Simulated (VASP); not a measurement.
OSZICAR of a VASP run on PdIn (CsCl type):

**OSZICAR**
```
       N       E                     dE             d eps       ncg     rms          rms(c)
DAV:   1     0.127363845831E+03    0.12736E+03   -0.11801E+04  1703   0.204E+03
DAV:   2    -0.441461829251E+02   -0.17151E+03   -0.16716E+03  1820   0.425E+02
DAV:   3    -0.519407926540E+02   -0.77946E+01   -0.76616E+01  2058   0.959E+01
DAV:   4    -0.520998523809E+02   -0.15906E+00   -0.15903E+00  2153   0.130E+01
DAV:   5    -0.521070261094E+02   -0.71737E-02   -0.71737E-02  2461   0.240E+00    0.874E+00
DAV:   6    -0.467375452547E+02    0.53695E+01   -0.48739E+00  1820   0.363E+01    0.392E+00
DAV:   7    -0.466081432158E+02    0.12940E+00   -0.51895E-01  1834   0.934E+00    0.249E+00
DAV:   8    -0.466329132884E+02   -0.24770E-01   -0.15752E-01  1904   0.352E+00    0.137E+00
DAV:   9    -0.466384458034E+02   -0.55325E-02   -0.60394E-02  1778   0.295E+00    0.477E-01
DAV:  10    -0.466455153406E+02   -0.70695E-02   -0.21895E-02  1897   0.183E+00    0.226E-01
DAV:  11    -0.466453595779E+02    0.15576E-03   -0.72835E-03  1764   0.943E-01    0.181E-01
DAV:  12    -0.466468273624E+02   -0.14678E-02   -0.83978E-04  2058   0.279E-01    0.979E-02
DAV:  13    -0.466469658878E+02   -0.13853E-03   -0.11507E-04  1995   0.104E-01    0.853E-02
DAV:  14    -0.466467506993E+02    0.21519E-03   -0.77772E-05  1897   0.871E-02    0.121E-01
DAV:  15    -0.466473149333E+02   -0.56423E-03   -0.62281E-04  1729   0.293E-01    0.222E-02
DAV:  16    -0.466473143083E+02    0.62497E-06   -0.12716E-05  2045   0.337E-02    0.181E-02
DAV:  17    -0.466473150266E+02   -0.71827E-06   -0.19102E-06  2142   0.163E-02    0.272E-02
DAV:  18    -0.466473164056E+02   -0.13790E-05   -0.15957E-06  2093   0.162E-02    0.314E-02
DAV:  19    -0.466473169178E+02   -0.51219E-06   -0.36152E-07  2005   0.106E-02    0.200E-02
DAV:  20    -0.466473177795E+02   -0.86175E-06   -0.13897E-07  1016   0.763E-03    0.102E-02
DAV:  21    -0.466473187047E+02   -0.92521E-06   -0.31790E-07  1873   0.595E-03    0.258E-03
DAV:  22    -0.466473192704E+02   -0.56565E-06   -0.25714E-07  1848   0.535E-03    0.837E-04
DAV:  23    -0.466473192543E+02    0.16073E-07   -0.14440E-08   917   0.147E-03
   1 F= -.46647319E+02 E0= -.46646858E+02  d E =-.138335E-02
```

Q: Which electronic solver shows in the log?

A: It is blocked Davidson (ALGO = Normal, or the opening steps of other solvers). The INCAR had ALGO = Normal.

Q: Can the final energy be trusted as converged?

A: Self-consistency was reached. It stopped with EDIFF = 1E-7, NELM = 100 (r2SCAN meta-GGA, plane waves, VASP's PBE PAW potentials (set 64)).

The compound is PdIn in the CsCl type structure. It was relaxed first. The electron count is odd and the run is not spin-polarised, which forces a metal.
